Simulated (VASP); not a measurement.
# CInOClH4 in VASP: a series of runs

One molecule, CInOClH4, is run at these levels: PBE, PBE+TS; tasks: single point, relaxation of the atoms, atomic charges, electron localisation function.

Everything below comes from runs of VASP 6.6.1. Logs are shortened: lines on timing, memory, paths and dates and some standing lists are left out, and cuts for length are marked.

### 1 The molecule as given

The cell holds a molecule in a box, 8 atoms: a = 13.000 Å, b = 14.000 Å, c = 13.000 Å, α = 90.00°, β = 90.00°, γ = 90.00°.

### 2 Single point, PBE (atoms moved at random, drawn with an rms of 0.05 Å)

Input file INCAR:

```
SYSTEM = InH4CClO
PREC     = Accurate       ! precision mode
ENCUT    = 520            ! plane-wave cutoff, eV
EDIFF    = 1E-6           ! SCF threshold, eV
ISMEAR   = 0              ! smearing method
SIGMA    = 0.01           ! smearing width, eV
LREAL    = .False.        ! projectors in reciprocal space
LASPH    = .True.         ! aspherical terms in the spheres
NELM     = 100            ! most SCF steps
ALGO     = Normal         ! electronic algorithm
ISIF     = 2              ! what is computed and relaxed
LWAVE    = .False.        ! write WAVECAR
LCHARG   = .True.         ! write CHGCAR
GGA      = PE             ! functional
LELF     = .True.         ! ELF
LVHAR    = .True.       
LVACPOTAV= .True.       
NBANDS   = 27             ! bands
```

Input file KPOINTS:

```
Automatic mesh
0
Gamma
  1 1 1
  0 0 0
```

Input file POSCAR:

```
InH4CClO
1.0
   13.0000000000      0.0000000000      0.0000000000
    0.0000000000     14.0000000000      0.0000000000
    0.0000000000      0.0000000000     13.0000000000
C In O Cl H
1 1 1 1 4
Direct
    0.4337010000      0.5855730000      0.4759850000
    0.5231160000      0.4660130000      0.4868500000
    0.6202930000      0.4221180000      0.5918660000
    0.5310960000      0.3503410000      0.3508700000
    0.4823500000      0.6509380000      0.4930060000
    0.4000830000      0.5938780000      0.4037010000
    0.3756380000      0.5869940000      0.5370990000
    0.6243330000      0.4648700000      0.6492750000
```

Potentials or basis: VASP PAW PBE potentials, release 64 (C, In_d, O, Cl, H).

On the command line:

```bash
$ cat potpaw_PBE.64/C/POTCAR potpaw_PBE.64/In_d/POTCAR potpaw_PBE.64/O/POTCAR potpaw_PBE.64/Cl/POTCAR potpaw_PBE.64/H/POTCAR > POTCAR
$ mpirun -np 1 vasp_gam > vasp.out
```

OUTCAR:

```text
SYSTEM = InH4CClO
   PREC = Accurate
   ENCUT = 520
   EDIFF = 1E-6
   ISMEAR = 0
   LREAL = .False.
   LASPH = .True.
   NELM = 100
   ISIF = 2
   GGA = PE

 ion  position               nearest neighbor table
   1  0.434  0.586  0.476-   6 1.04   7 1.10   5 1.13   2 2.04
   2  0.523  0.466  0.487-   3 1.96   1 2.04   4 2.40
   3  0.620  0.422  0.592-   8 0.96   2 1.96
   4  0.531  0.350  0.351-   2 2.40
   5  0.482  0.651  0.493-   1 1.13
   6  0.400  0.594  0.404-   1 1.04
   7  0.376  0.587  0.537-   1 1.10
   8  0.624  0.465  0.649-   3 0.96

  LATTYP: Found a simple tetragonal cell.
 ALAT       =    13.0000000000
 C/A-ratio  =     1.0769230769

  Lattice vectors:

 A1 = ( -13.0000000000,   0.0000000000,   0.0000000000)
 A2 = (   0.0000000000,   0.0000000000,  13.0000000000)
 A3 = (   0.0000000000,  14.0000000000,   0.0000000000)

Analysis of symmetry for initial positions (statically):
=====================================================================
 Subroutine PRICEL returns:
 Original cell was already a primitive cell.

 Routine SETGRP: Setting up the symmetry group for a
 simple tetragonal supercell.

 Subroutine GETGRP returns: Found  1 space group operations
 (whereof  1 operations were pure point group operations)
 out of a pool of 16 trial point group operations.

The static configuration has the point symmetry C_1 .

Analysis of symmetry for dynamics (positions and initial velocities):
=====================================================================
 Subroutine PRICEL returns:
 Original cell was already a primitive cell.

 Routine SETGRP: Setting up the symmetry group for a
 simple tetragonal supercell.

 Subroutine GETGRP returns: Found  1 space group operations
 (whereof  1 operations were pure point group operations)
 out of a pool of 16 trial point group operations.

The dynamic configuration has the point symmetry C_1 .

 Subroutine INISYM returns: Found  1 space group operations
 (whereof  1 operations are pure point group operations),
 and found     1 'primitive' translations

----------------------------------------------------------------------------------------

                                     Primitive cell

  volume of cell :    2366.0000

  direct lattice vectors                    reciprocal lattice vectors
    13.000000000  0.000000000  0.000000000     0.076923077  0.000000000  0.000000000
     0.000000000 14.000000000  0.000000000     0.000000000  0.071428571  0.000000000
     0.000000000  0.000000000 13.000000000     0.000000000  0.000000000  0.076923077

  length of vectors
    13.000000000 14.000000000 13.000000000     0.076923077  0.071428571  0.076923077

  position of ions in fractional coordinates (direct lattice)
     0.433701000  0.585573000  0.475985000
     0.523116000  0.466013000  0.486850000
     0.620293000  0.422118000  0.591866000
     0.531096000  0.350341000  0.350870000
     0.482350000  0.650938000  0.493006000
     0.400083000  0.593878000  0.403701000
     0.375638000  0.586994000  0.537099000
     0.624333000  0.464870000  0.649275000

  ion indices of the primitive-cell ions
   primitive index   ion index
                 1           1
                 2           2
                 3           3
                 4           4
                 5           5
                 6           6
                 7           7
                 8           8

----------------------------------------------------------------------------------------

 KPOINTS: Automatic mesh

Automatic generation of k-mesh.
 Grid dimensions read from file:
 generate k-points for:    1    1    1

 Generating k-lattice:

  Cartesian coordinates                     Fractional coordinates (reciprocal lattice)
     0.076923077  0.000000000  0.000000000     1.000000000  0.000000000  0.000000000
     0.000000000  0.071428571  0.000000000     0.000000000  1.000000000  0.000000000
     0.000000000  0.000000000  0.076923077     0.000000000  0.000000000  1.000000000

  Length of vectors
     0.076923077  0.071428571  0.076923077

[... 32 lines left out ...]
   PSTRESS=    0.0 pullay stress
   NELECT =      34.0000    total number of electrons
   NUPDOWN=      -1.0000    fix difference up-down
   EMIN   =  10.00;   EMAX   =-10.00  energy-range for DOS
   EFERMI =   0.00;   METHOD = LEGACY
   ISMEAR =     0;   SIGMA  =   0.01  broadening in eV -4-tet -1-fermi 0-gaus
   EFERMI_NEDOS =   21; number of points for ismear=-14 and -15
   IALGO  =     38    algorithm
   IMIX   =      4    mixing-type and parameters
     AMIX     =   0.40;   BMIX     =  1.00
     AMIX_MAG =   1.60;   BMIX_MAG =  1.00
  volume/ion in A,a.u.               =     295.75      1995.82
  Fermi-wavevector in a.u.,A,eV,Ry     =   0.398012  0.752134  2.155348  0.158414
  Thomas-Fermi vector in A             =   1.345247
   LORBIT       =      0    0 simple, 1 ext, 2 COOP (PROOUT), +10 PAW based schemes
   GGA     = PE    functional components
   LHFCALC =     F    Hartree Fock is set to
   AEXX    =    0.0000 exact exchange contribution
   IVDW    =     0    specifies the selected vdW correction
   LEPSILON=     F    determine dielectric tensor
   LRPA    =     F    only Hartree local field effects (RPA)
 non-spin polarized calculation
 Gauss-broadening in eV      SIGMA  =   0.01
  energy-cutoff  :      520.00
  volume of cell :     2366.00
 maximum number of plane-waves:     31773
 NGX is ok and might be reduce to    98
   NGX = 49   NGY = 53   NGZ = 49

 number of electron      33.9999995 magnetization

 Free energy of the ion-electron system (eV)
  ---------------------------------------------------
  ext. energy  EPLUGINS =         0.00000000
  ---------------------------------------------------
  free energy    TOTEN  =       -35.48847189 eV

  energy without entropy =      -35.48847189  energy(sigma->0) =      -35.48847189

 E-fermi :  -6.5202     XC(G=0):  -0.7360

 val. band max:       -6.5835257985   @ k =   0.0000   0.0000   0.0000
 cond. band min:      -1.9866587606   @ k =   0.0000   0.0000   0.0000
 fundamental gap:      4.5968670378
 Fermi energy:        -6.5202487524

 k-point     1 :       0.0000    0.0000    0.0000
  band No.  band energies     occupation
      1     -24.0223      2.00000
      2     -19.7171      2.00000
      3     -19.4781      2.00000
      4     -19.1047      2.00000
      5     -19.0415      2.00000
      6     -18.8587      2.00000
[... 19 lines left out ...]
     26       0.9212      0.00000
     27       0.9866      0.00000

------------------------ aborting loop because EDIFF is reached ----------------------------------------

  FORCE on cell =-STRESS in cart. coord.  units (eV):
  Direction    XX          YY          ZZ          XY          YZ          ZX
  --------------------------------------------------------------------------------------
  -------------------------------------------------------------------------------------
  Total        1.9052495      1.1127710      2.1779210     -2.1743634     -1.2018553      1.6109416
  in kB        1.2901723      0.7535319      1.4748164     -1.4724073     -0.8138569      1.0908766
  external PRESSURE =       1.1728402 kB  Pullay stress =       0.0000000 kB

 VOLUME and BASIS-vectors are now :
 -----------------------------------------------------------------------------
  energy-cutoff  :      520.00
  volume of cell :     2366.00
      direct lattice vectors                 reciprocal lattice vectors
    13.000000000  0.000000000  0.000000000     0.076923077  0.000000000  0.000000000
     0.000000000 14.000000000  0.000000000     0.000000000  0.071428571  0.000000000
     0.000000000  0.000000000 13.000000000     0.000000000  0.000000000  0.076923077

 POSITION                                       TOTAL-FORCE (eV/Angst)
 -----------------------------------------------------------------------------------
      5.63811      8.19802      6.18781         0.578853      2.086257      2.011202
      6.80051      6.52418      6.32905         0.314047     -1.178547     -0.902421
      8.06381      5.90965      7.69426         0.507794     -0.743061      0.034478
      6.90425      4.90477      4.56131        -0.033910      0.283294      0.323702
      6.27055      9.11313      6.40908        -0.392842     -0.821863     -0.326230
      5.20108      8.31429      5.24811        -0.861973      0.125080     -1.699829
      4.88329      8.21792      6.98229        -0.190421     -0.186535     -0.075897
      8.11633      6.50818      8.44058         0.078453      0.435377      0.634994
 -----------------------------------------------------------------------------------
    total drift:                                0.000206     -0.001329     -0.000271

  FREE ENERGIE OF THE ION-ELECTRON SYSTEM (eV)
  ---------------------------------------------------
  free  energy   TOTEN  =       -35.4884718905 eV

  energy  without entropy=      -35.4884718905  energy(sigma->0) =      -35.48847189
```

Run time: 5.7 min. Hardware: 1 thread of AMD EPYC 7R43 (Zen 3), shared host; peak memory 1.8 GiB.

What came out:

| Property | Result |
| --- | --- |
| Free energy | -35.4885 eV |
| Largest force | 2.955 eV/Å |
| Gap between the frontier levels | 4.60 eV |

Forces in eV/Å, atoms in the order of the input:
```
C    0.579  2.086  2.011
In   0.314 -1.179 -0.902
O    0.508 -0.743  0.034
Cl  -0.034  0.283  0.324
H   -0.393 -0.822 -0.326
H   -0.862  0.125 -1.700
H   -0.190 -0.187 -0.076
H    0.078  0.435  0.635
```

Levels at points of the mesh, in eV from the valence-band top:
| k point | band 14 | band 15 | band 16 | band 17 | band 18 | band 19 | band 20 | band 21 |
| --- | --- | --- | --- | --- | --- | --- | --- | --- |
| (0.00, 0.00, 0.00) | -0.65 | -0.48 | -0.12 | 0.00 | 4.60 | 5.09 | 6.24 | 6.47 |

Caveat: spin-orbit coupling is left out, which moves the levels of the heavy elements.

### 3 Relaxation of the atoms, PBE (atoms moved at random, drawn with an rms of 0.02 Å)

Input file INCAR:

```
SYSTEM = InH4CClO
  ALGO = Fast
  EDIFF = 1E-6
  EDIFFG = -0.01
  ENCUT = 520
  GGA = PE
  IBRION = 2
  ISIF = 2
  ISMEAR = 0
  LASPH = .True.
  LCHARG = .False.
  LREAL = .False.
  LWAVE = .False.
  NELM = 80
  NSW = 60
  PREC = Accurate
  SIGMA = 0.01
```

Input file KPOINTS:

```
k-points
0
Gamma
  1 1 1
  0 0 0
```

Input file POSCAR:

```
InH4CClO
1.0
   13.0000000000      0.0000000000      0.0000000000
    0.0000000000     14.0000000000      0.0000000000
    0.0000000000      0.0000000000     13.0000000000
C In O Cl H
1 1 1 1 4
Direct
    0.4338370000      0.5891920000      0.4769290000
    0.5261620000      0.4644890000      0.4833440000
    0.6243860000      0.4219640000      0.5934580000
    0.5273110000      0.3499150000      0.3540600000
    0.4819740000      0.6526930000      0.4882670000
    0.3979300000      0.5931200000      0.4028630000
    0.3758680000      0.5864870000      0.5373820000
    0.6274230000      0.4645200000      0.6492950000
```

Potentials or basis: VASP PAW PBE potentials, release 64 (C, In_d, O, Cl, H).

On the command line:

```bash
$ cat potpaw_PBE.64/C/POTCAR potpaw_PBE.64/In_d/POTCAR potpaw_PBE.64/O/POTCAR potpaw_PBE.64/Cl/POTCAR potpaw_PBE.64/H/POTCAR > POTCAR
$ mpirun -np 1 vasp_gam > vasp.out
```

It took 52 min on 1 thread of AMD EPYC 7R43 (Zen 3), shared host; peak memory 1.9 GiB.

The run converged. Its results:

```yaml
Free_energy: -35.6880 eV
Energy_gained_by_relaxing: 6.6 meV/atom
Ionic_steps: 48
Largest_force_after_relaxing: 0.009 eV/Å
Gap_between_the_frontier_levels: 4.49 eV
```

Forces on the atoms (eV/Å):
```
C    0.002  0.000  0.006
In  -0.006  0.006 -0.004
O    0.003 -0.008 -0.004
Cl  -0.001  0.002 -0.001
H   -0.003  0.001 -0.004
H    0.005 -0.004 -0.001
H   -0.003 -0.001  0.002
H    0.001  0.003  0.006
```

Step by step:
| step | energy change (eV) | largest force (eV/Å) | pressure (GPa) |
| --- | --- | --- | --- |
| 1 | 0.0000 | 1.8489 | 0.09 |
| 3 | -0.0382 | 0.3525 | 0.05 |
| 5 | -0.0462 | 0.5009 | 0.02 |
| 7 | -0.0504 | 0.1726 | 0.00 |
| 9 | -0.0513 | 0.0651 | 0.00 |
| 11 | -0.0516 | 0.0676 | 0.00 |
| 13 | -0.0518 | 0.0871 | 0.00 |
| 15 | -0.0521 | 0.0321 | -0.01 |
| 17 | -0.0521 | 0.0479 | -0.01 |
| 19 | -0.0521 | 0.0258 | -0.01 |
| 21 | -0.0522 | 0.0275 | -0.01 |
| 23 | -0.0522 | 0.0295 | -0.01 |
| 25 | -0.0523 | 0.0371 | -0.01 |
| 27 | -0.0523 | 0.0433 | -0.01 |
| 29 | -0.0523 | 0.0553 | -0.01 |
| 31 | -0.0524 | 0.0209 | -0.01 |
| 33 | -0.0524 | 0.0323 | -0.01 |
| 35 | -0.0524 | 0.0228 | -0.01 |
| 37 | -0.0525 | 0.0137 | -0.01 |
| 39 | -0.0525 | 0.0252 | -0.01 |
| 41 | -0.0525 | 0.0201 | -0.01 |
| 43 | -0.0526 | 0.0286 | -0.01 |
| 45 | -0.0526 | 0.0174 | -0.01 |
| 47 | -0.0526 | 0.0135 | -0.01 |
| 48 | -0.0526 | 0.0094 | -0.01 |

Final structure:
```
C In O Cl H
1.0
    13.00000    0.00000    0.00000
     0.00000   14.00000    0.00000
     0.00000    0.00000   13.00000
C In O Cl H
1 1 1 1 4
Cartesian
  5.6275 8.2724 6.1966
  6.8489 6.5005 6.2967
  8.1338 5.8753 7.7115
  6.8685 4.8778 4.5938
  6.2614 9.1528 6.3512
  5.1463 8.3154 5.2147
  4.8699 8.2243 6.9871
  8.1774 6.4948 8.4612
```

Levels at points of the mesh, in eV from the valence-band top:
```csv
k point,band 13,band 14,band 15,band 16,band 17,band 18,band 19,band 20,band 21,band 22
"(0.00, 0.00, 0.00)",-1.06,-0.56,-0.50,-0.01,0.00,4.49,5.06,6.29,6.52,6.95
```

Caveat: spin-orbit coupling is left out, which moves the levels of the heavy elements.

### 4 Atomic charges, PBE+TS

Input file INCAR:

```
SYSTEM = InH4CClO
PREC = Accurate
ENCUT = 520
EDIFF = 1E-6
ISMEAR = 0
SIGMA = 0.01
LREAL = .False.
LASPH = .True.
NELM = 80
ALGO = Fast
ISIF = 2
LWAVE = .False.
LCHARG = .False.
GGA = PE
IVDW = 2
LORBIT = 11
```

Input file KPOINTS:

```
Automatic mesh
0
Gamma
  1 1 1
  0 0 0
```

Input file POSCAR:

```
InH4CClO
1.0
   13.0000000000      0.0000000000      0.0000000000
    0.0000000000     14.0000000000      0.0000000000
    0.0000000000      0.0000000000     13.0000000000
C In O Cl H
1 1 1 1 4
Direct
    0.4342230800      0.5897535700      0.4769346200
    0.5268615400      0.4643821400      0.4848192300
    0.6227769200      0.4217464300      0.5936423100
    0.5275153800      0.3503035700      0.3546115400
    0.4819000000      0.6526964300      0.4895346200
    0.3982307700      0.5934750000      0.4014576900
    0.3751076900      0.5866035700      0.5363115400
    0.6268923100      0.4652178600      0.6506192300
```

On the command line:

```bash
$ cat potpaw_PBE.64/C/POTCAR potpaw_PBE.64/In_d/POTCAR potpaw_PBE.64/O/POTCAR potpaw_PBE.64/Cl/POTCAR potpaw_PBE.64/H/POTCAR > POTCAR
$ mpirun -np 1 vasp_gam > vasp.out
```

Run time: 6.2 min. Hardware: 1 thread of AMD EPYC 7R43 (Zen 3), shared host; peak memory 1.8 GiB.

Results (log left out):

| Item | Value |
| --- | --- |
| Free energy | -35.7029 eV |
| Largest force | 0.705 eV/Å |
| Gap between the frontier levels | 4.63 eV |
| Valence electrons inside the program's atomic spheres | C 2.58; In 11.51; O 5.08; Cl 5.11; H 0.69, 0.68, 0.77 |
| Hirshfeld charges | C -0.21; In +0.59; O -0.37; Cl -0.26; H +0.04, +0.12 e |
| Dispersion energy per atom | -0.005 eV |

Forces in eV/Å, atoms in the order of the input:
```
C   -0.058  0.072 -0.022
In  -0.226  0.192 -0.159
O    0.345 -0.608 -0.093
Cl   0.010 -0.214 -0.216
H    0.131  0.164  0.036
H   -0.092  0.006 -0.199
H   -0.143 -0.019  0.155
H    0.034  0.406  0.498
```

Levels at points of the mesh, in eV from the valence-band top:
```
           k point  band 13  band 14  band 15  band 16  band 17  band 18  band 19  band 20  band 21  band 22
(0.00, 0.00, 0.00)    -1.11    -0.59    -0.57    -0.08     0.00     4.63     5.12     6.36     6.55     6.96
```

Caveat: spin-orbit coupling is left out, which moves the levels of the heavy elements. Expect the measured gap to be larger: semilocal functionals such as PBE lack the derivative discontinuity.

### 5 Electron localisation function, PBE

Input file INCAR:

```
PREC = Accurate
ENCUT = 520
EDIFF = 1E-6
ISMEAR = 0
SIGMA = 0.01
LREAL = F
LASPH = T
NELM = 60
ALGO = Normal
ISIF = 2
LWAVE = F
LCHARG = T
GGA = PE
LELF = T
```

Input file KPOINTS:

```
Automatic mesh
0
Gamma
  1 1 1
```

POSCAR is that of step 4.

On the command line:

```bash
$ cat potpaw_PBE.64/C/POTCAR potpaw_PBE.64/In_d/POTCAR potpaw_PBE.64/O/POTCAR potpaw_PBE.64/Cl/POTCAR potpaw_PBE.64/H/POTCAR > POTCAR
$ mpirun -np 1 vasp_gam > vasp.out
```

Wall time 5.9 min (1 thread of AMD EPYC 7R43 (Zen 3), shared host); peak memory 1.8 GiB.

The run converged. Its results:

| Property | Result |
| --- | --- |
| Free energy | -35.6644 eV |
| Largest force | 0.713 eV/Å |
| Gap between the frontier levels | 4.63 eV |

Forces in eV/Å, atoms in the order of the input:
```
C   -0.066  0.084 -0.023
In  -0.236  0.207 -0.157
O    0.349 -0.615 -0.094
Cl   0.016 -0.226 -0.218
H    0.131  0.160  0.035
H   -0.090  0.006 -0.195
H   -0.140 -0.022  0.153
H    0.036  0.405  0.499
```

Levels at points of the mesh, in eV from the valence-band top:
| k point | band 14 | band 15 | band 16 | band 17 | band 18 | band 19 | band 20 | band 21 |
| --- | --- | --- | --- | --- | --- | --- | --- | --- |
| (0.00, 0.00, 0.00) | -0.59 | -0.57 | -0.08 | 0.00 | 4.63 | 5.12 | 6.36 | 6.55 |

Caveat: spin-orbit coupling is left out, which moves the levels of the heavy elements. PBE gaps usually lie below the measured ones, often by a third to a half.

### 6 For comparison

An earlier run on the cell as given: functional PBE; potentials or basis VASP PAW PBE potentials, release 64 (C, In_d, O, Cl, H); cutoff 520 eV; k mesh 1 × 1 × 1; occupations gaussian, width 0.01 eV; no spin polarisation.

- Largest force: 0.713 eV/Å
- Gap between the frontier levels: 4.63 eV

### 7 Summary

```csv
task,level,cell,gap on the mesh (eV),largest force (eV/Å)
single point,PBE,"atoms moved at random, drawn with an rms of 0.05 Å",4.60,2.96
relaxation of the atoms,PBE,"atoms relaxed from: atoms moved at random, drawn with an rms of 0.02 Å",4.49,0.01
atomic charges,PBE+TS,as given,4.63,0.70
electron localisation function,PBE,as given,4.63,0.71
single point,PBE,as given,4.63,0.71
```

Alike in all rows: potentials or basis VASP PAW PBE potentials, release 64 (C, In_d, O, Cl, H); no spin polarisation; k mesh 1 × 1 × 1; cutoff (eV) 520; smearing gaussian 0.01 eV.

On the cell as given the gap runs from 4.63 eV (PBE+TS) to 4.63 eV (PBE).

Caveats: spin-orbit coupling is left out, which moves the levels of the heavy elements.

Total energies depend on the potentials used, so only differences within one code and one set of settings carry meaning.
